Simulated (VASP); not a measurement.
Level of theory: PBE GGA, VASP's PBE PAW potentials (set 64) (plane waves; VASP 6.6.1).

The input files of a VASP run:

INCAR:
```
ALGO = Normal
EDIFF = 1E-6
ENCUT = 300
GGA = PE
ISIF = 2
ISMEAR = -1
LASPH = .True.
LCHARG = .False.
LMAXMIX = 6
LREAL = .False.
LWAVE = .False.
NELM = 100
PREC = Accurate
SIGMA = 0.136
SYSTEM = Au
```

### KPOINTS
```
Automatic mesh
0
Gamma
5 5 5
0 0 0
```

File POSCAR:
```
Au
1.0
  0.0000000000   2.0481600000   2.0481600000
  2.0481600000   0.0000000000   2.0481600000
  2.0481600000   2.0481600000   0.0000000000
Au
1
Direct
  0.0000000000   0.0000000000   0.0000000000
```

POTCAR, in this order: Au (PBE.64 set). Program: vasp_std.

Output

### OUTCAR
```
 ion  position               nearest neighbor table
   1  0.000  0.000  0.000-
  LATTYP: Found a face centered cubic cell.
 ALAT       =     4.0963200000
 Subroutine PRICEL returns:
 Original cell was already a primitive cell.
 Subroutine GETGRP returns: Found 48 space group operations
The static configuration has the point symmetry O_h .
The dynamic configuration has the point symmetry O_h .
 Subroutine INISYM returns: Found 48 space group operations
 Subroutine IBZKPT returns following result:
 Found     10 irreducible k-points:

 Following reciprocal coordinates:
            Coordinates               Weight
  0.000000  0.000000  0.000000      1.000000
  0.200000  0.000000  0.000000      8.000000
  0.400000  0.000000  0.000000      8.000000
  0.200000  0.200000  0.000000      6.000000
  0.400000  0.200000  0.000000     24.000000
 -0.400000  0.200000  0.000000     24.000000
 -0.200000  0.200000  0.000000     12.000000
  0.400000  0.400000  0.000000      6.000000
 -0.400000  0.400000  0.000000     12.000000
 -0.400000  0.400000  0.200000     24.000000
   k-points           NKPTS =     10   k-points in BZ     NKDIM =     10   number of bands    NBANDS=      9
   number of dos      NEDOS =    301   number of ions     NIONS =      1
   total plane-waves  NPLWV =   4096
   dimension x,y,z NGX =    16 NGY =   16 NGZ =   16
   dimension x,y,z NGXF=    32 NGYF=   32 NGZF=   32
   ions per type =               1
   PREC   = accura    normal or accurate (medium, high low for compatibility)
   ISTART =      0    job   : 0-new  1-cont  2-samecut
   ICHARG =      2    charge: 1-file 2-atom 10-const
   ISPIN  =      1    spin polarized calculation?
   LNONCOLLINEAR =      F non collinear calculations
   LSORBIT =      F    spin-orbit coupling
   INIWAV =      1    electr: 0-lowe 1-rand  2-diag
   ENCUT  =  300.0 eV  22.05 Ry    4.70 a.u.   4.09  4.09  4.09*2*pi/ulx,y,z
   NELM   =    100;   NELMIN=  2; NELMDL= -5     # of ELM steps
...
```

OSZICAR:
```
       N       E                     dE             d eps       ncg     rms          rms(c)
DAV:   1     0.226099135867E+02    0.22610E+02   -0.41618E+03   228   0.661E+02
DAV:   2    -0.348713459533E+01   -0.26097E+02   -0.23939E+02   184   0.143E+02
DAV:   3    -0.359358750309E+01   -0.10645E+00   -0.10642E+00   205   0.103E+01
DAV:   4    -0.359387567365E+01   -0.28817E-03   -0.28817E-03   211   0.547E-01
DAV:   5    -0.359387743802E+01   -0.17644E-05   -0.17649E-05   229   0.407E-02    0.892E+00
DAV:   6    -0.335120343666E+01    0.24267E+00   -0.78764E-01   191   0.858E+00    0.570E+00
DAV:   7    -0.333348157470E+01    0.17722E-01   -0.68217E-02   198   0.251E+00    0.272E+00
DAV:   8    -0.333123806000E+01    0.22435E-02   -0.18670E-03   193   0.432E-01    0.230E-01
DAV:   9    -0.333122604892E+01    0.12011E-04   -0.21085E-05   194   0.477E-02    0.275E-02
DAV:  10    -0.333123118859E+01   -0.51397E-05   -0.22460E-06   210   0.162E-02    0.360E-03
DAV:  11    -0.333123116355E+01    0.25040E-07   -0.20450E-08   126   0.132E-03
   1 F= -.33312312E+01 E0= -.33217119E+01  d E =-.190385E-01
```

File OUTCAR:
```
------------------------ aborting loop because EDIFF is reached ----------------------------------------
  FORCE on cell =-STRESS in cart. coord.  units (eV):
  Direction    XX          YY          ZZ          XY          YZ          ZX
  --------------------------------------------------------------------------------------
  Total        0.5478101      0.5478101      0.5478101     -0.0000000      0.0000000      0.0000000
  in kB       51.0762494     51.0762494     51.0762494     -0.0000000      0.0000000      0.0000000
  external PRESSURE =      51.0762494 kB  Pullay stress =       0.0000000 kB
  volume of cell :       17.18
      direct lattice vectors                 reciprocal lattice vectors
     0.000000000  2.048160000  2.048160000    -0.244121553  0.244121553  0.244121553
     2.048160000  0.000000000  2.048160000     0.244121553 -0.244121553  0.244121553
     2.048160000  2.048160000  0.000000000     0.244121553  0.244121553 -0.244121553
 POSITION                                       TOTAL-FORCE (eV/Angst)
 -----------------------------------------------------------------------------------
      0.00000      0.00000      0.00000         0.000000     -0.000000      0.000000
 -----------------------------------------------------------------------------------
    total drift:                                0.000000      0.000000     -0.000000
  FREE ENERGIE OF THE ION-ELECTRON SYSTEM (eV)
  ---------------------------------------------------
  free  energy   TOTEN  =        -3.3312311635 eV

  energy  without entropy=       -3.3121926902  energy(sigma->0) =       -3.32171193
```
(Selected blocks of OUTCAR.)

At this cut-off the stress carries a Pulay error, which pulls relaxed volumes low.

The structure is a typed Au crystal (Fm-3m). The cell was not relaxed at this level. The k-mesh is coarse (spacing up to 0.53 per Å, 2π included), so the numbers may not be converged in it. The run is one of a series of settings (KPOINTS 5×5×5 Γ-centred mesh against the base run), some of them coarse on purpose.
